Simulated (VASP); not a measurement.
Level of theory: PBE GGA, VASP's PBE PAW potentials (set 64) (plane waves; VASP 6.6.1).

The input files of a VASP run:

**KPOINTS**
```
Automatic mesh
0
Gamma
6 6 6
0 0 0
```

POSCAR:
```
NiI2
1
    0.0000000000     3.2915110000     3.2915110000
    3.2915110000     0.0000000000     3.2915110000
    3.2915110000     3.2915110000     0.0000000000
Ni I
1 2
Direct
  0.0000000000   0.0000000000   0.0000000000
  0.2500000000   0.2500000000   0.2500000000
  0.7500000000   0.7500000000   0.7500000000
```

INCAR:
```
! general
SYSTEM  = NiI2
PREC    = Accurate
ENCUT   = 300
LREAL   = .False.
LASPH   = .True.

! electronic loop
EDIFF   = 1E-6
NELM    = 100
ALGO    = Normal
LMAXMIX = 4

! smearing
ISMEAR  = -1
SIGMA   = 0.136

! functional
GGA     = PE

! spin
ISPIN   = 2
MAGMOM  = 2.0 2*0.0

! ions
ISIF    = 2

! output
LWAVE   = .False.
LCHARG  = .False.
LORBIT  = 11
```

POTCAR, in this order: Ni I (PBE.64 set). Program: vasp_std.

What VASP printed:

OSZICAR:
```
       N       E                     dE             d eps       ncg     rms          rms(c)
DAV:   1     0.110655631986E+03    0.11066E+03   -0.73416E+03  1088   0.836E+02
DAV:   2     0.393474581909E+00   -0.11026E+03   -0.10691E+03  1264   0.210E+02
DAV:   3    -0.680874534528E+01   -0.72022E+01   -0.70747E+01  1295   0.559E+01
DAV:   4    -0.698611298193E+01   -0.17737E+00   -0.17711E+00  1582   0.983E+00
DAV:   5    -0.698724386456E+01   -0.11309E-02   -0.11308E-02  1350   0.653E-01    0.164E+01
DAV:   6    -0.108875347942E+02   -0.39003E+01   -0.26369E+01  1149   0.854E+01    0.235E+01
DAV:   7    -0.683292755660E+01    0.40546E+01   -0.78487E+00  1160   0.695E+01    0.910E+00
DAV:   8    -0.697248238406E+01   -0.13955E+00   -0.49505E+00  1321   0.322E+01    0.729E+00
DAV:   9    -0.667831906178E+01    0.29416E+00   -0.12577E+00  1390   0.150E+01    0.219E+00
DAV:  10    -0.669093966266E+01   -0.12621E-01   -0.28107E-02  1167   0.121E+00    0.131E+00
DAV:  11    -0.669070123210E+01    0.23843E-03   -0.12649E-03  1549   0.395E-01    0.948E-01
DAV:  12    -0.669067965845E+01    0.21574E-04   -0.13070E-03  1397   0.395E-01    0.227E-01
DAV:  13    -0.669075080544E+01   -0.71147E-04   -0.18156E-04  1566   0.157E-01    0.961E-02
DAV:  14    -0.669076856967E+01   -0.17764E-04   -0.14850E-04  1225   0.127E-01    0.518E-02
DAV:  15    -0.669079139528E+01   -0.22826E-04   -0.50894E-05  1381   0.973E-02    0.285E-02
DAV:  16    -0.669079532018E+01   -0.39249E-05   -0.13790E-05  1394   0.449E-02    0.166E-02
DAV:  17    -0.669079630791E+01   -0.98773E-06   -0.50010E-06  1124   0.255E-02
   1 F= -.66907963E+01 E0= -.65734939E+01  d E =-.234605E+00  mag=     0.5779
```

OUTCAR:
```
------------------------ aborting loop because EDIFF is reached ----------------------------------------
  FORCE on cell =-STRESS in cart. coord.  units (eV):
  Direction    XX          YY          ZZ          XY          YZ          ZX
  --------------------------------------------------------------------------------------
  Total        4.5995790      4.5995790      4.5995790      0.0000000     -0.0000000     -0.0000000
  in kB      103.3267429    103.3267429    103.3267429      0.0000000     -0.0000000     -0.0000000
  external PRESSURE =     103.3267429 kB  Pullay stress =       0.0000000 kB
  volume of cell :       71.32
      direct lattice vectors                 reciprocal lattice vectors
     0.000000000  3.291511000  3.291511000    -0.151905918  0.151905918  0.151905918
     3.291511000  0.000000000  3.291511000     0.151905918 -0.151905918  0.151905918
     3.291511000  3.291511000  0.000000000     0.151905918  0.151905918 -0.151905918
 POSITION                                       TOTAL-FORCE (eV/Angst)
 -----------------------------------------------------------------------------------
      0.00000      0.00000      0.00000        -0.000000     -0.000000     -0.000000
      1.64576      1.64576      1.64576         0.000000      0.000000      0.000000
      4.93727      4.93727      4.93727        -0.000000     -0.000000     -0.000000
 -----------------------------------------------------------------------------------
    total drift:                               -0.000000     -0.000000      0.000000
  FREE ENERGIE OF THE ION-ELECTRON SYSTEM (eV)
  ---------------------------------------------------
  free  energy   TOTEN  =        -6.6907963079 eV

  energy  without entropy=       -6.4561915673  energy(sigma->0) =       -6.57349394

 total charge

# of ion       s       p       d       tot
------------------------------------------
    1        0.280   0.262   8.455   8.997
    2        1.557   2.662   0.067   4.286
    3        1.557   2.662   0.067   4.286
--------------------------------------------------
tot          3.395   5.586   8.588  17.568

 magnetization (x)

# of ion       s       p       d       tot
------------------------------------------
    1       -0.002  -0.002   0.420   0.417
    2        0.002   0.064  -0.000   0.066
    3        0.002   0.064  -0.000   0.066
--------------------------------------------------
tot          0.003   0.126   0.420   0.549
```
(Selected blocks of OUTCAR.)

At this cut-off the stress carries a Pulay error, which pulls relaxed volumes low.

The structure was generated: NiI2 was put into an ordered model structure, which need not be its known phase. The cell was not relaxed at this level. The run is one of a series of settings (KPOINTS 6×6×6 Γ-centred mesh against the base run), some of them coarse on purpose.
